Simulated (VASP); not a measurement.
An input for Ansatz (written as the equivalent of a VASP run, and not itself run):

Ansatz 0.2 input:
```yaml
crystal:
  lattice:
    - [2.3362734, -4.0465448, 0.0000000]
    - [2.3362734, 4.0465448, 0.0000000]
    - [0.0000000, 0.0000000, 7.5910398]
  atoms:
    - { symbol: Mg, position: [0.6666670, 0.3333330, 0.4998101] }
    - { symbol: Mg, position: [0.3333330, 0.6666670, 0.9998101] }
    - { symbol: Te, position: [0.6666670, 0.3333330, 0.8761899] }
    - { symbol: Te, position: [0.3333330, 0.6666670, 0.3761899] }
kpoints:
  mp_grid: { grid: [5, 5, 3] }
hamiltonian:
  xc: rpbe
  pseudopotentials: { kind: paw }
scf:
  occupations: { method: gaussian, width: 0.05 }
  max_iter: 100
relax:
  max_steps: 60
  f_tol: 0.02
  cell: {}
output: { forces: true, stress: true, eigenvalues: true }
```

Task: Translate this input to VASP (INCAR, KPOINTS, POSCAR, choice of POTCAR).

Result: This is not unique; one that fits is 
KPOINTS:
```
kpoints
0
Gamma
5 5 3
0 0 0
```

INCAR:
```
SYSTEM = MgTe
PREC = Accurate; ENCUT = 520; LREAL = .FALSE.
LASPH = .TRUE.
EDIFF = 1E-6; NELM = 100; ALGO = Normal
LMAXMIX = 4
ISMEAR = 0; SIGMA = 0.05
GGA = RP
IBRION = 2; NSW = 60; ISIF = 3
EDIFFG = -0.02
LWAVE = .FALSE.; LCHARG = .FALSE.
```

POSCAR:
```
MgTe
1
    2.3362734492    -4.0465447605     0.0000000000
    2.3362734492     4.0465447605     0.0000000000
    0.0000000000     0.0000000000     7.5910398309
Mg Te
2 2
Direct
  0.6666670000   0.3333330000   0.4998100779
  0.3333330000   0.6666670000   0.9998100779
  0.6666670000   0.3333330000   0.8761899221
  0.3333330000   0.6666670000   0.3761899221
```

POTCAR, in this order: Mg Te (PBE.64 set). Program: vasp_std.

The two are equivalent in intent, not identical: each code has its own PAW files, so the cut-off isn't converted (ENCUT is set for VASP's; basis.ecutwfc is left out, and Ansatz then takes the one that its files recommend); Ansatz stops its SCF on the density residual and VASP on the energy change (EDIFF).

The compound is MgTe in the wurtzite structure. This run relaxes it. Symmetry was kept, so distortions that lower it aren't found. The start is the result of an earlier pass.
